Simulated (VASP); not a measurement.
# PdS (relaxed from the wurtzite structure, space group P6_3mc): computed properties

All values below come from PBEsol GGA, VASP's PBE PAW potentials (set 64) (plane waves; VASP).

space group: P6_3mc (186)
cell: a = b = 3.472 Å, c = 6.986 Å, α = β = 90.00°, γ = 120.00°
volume per atom: 18.23 Å³/atom
band gap (over mesh and band path): none (metal, semimetal or under 0.01 eV)
density: 6.31 g/cm³

```
PdS
1.0
    3.47178     0.00000     0.00000
   -1.73589     3.00665     0.00000
    0.00000     0.00000     6.98634
Pd S
2 2
Cartesian
  0.00000   2.00443   0.14088
  1.73589   1.00222   3.63405
  0.00000   2.00443   2.47900
  1.73589   1.00222   5.97217
```

The structure was generated: PdS was put into the wurtzite type (P6_3mc), which need not be its known phase. It was relaxed first, which changed the volume by -18 %. Symmetry was kept, so distortions that lower it aren't found.
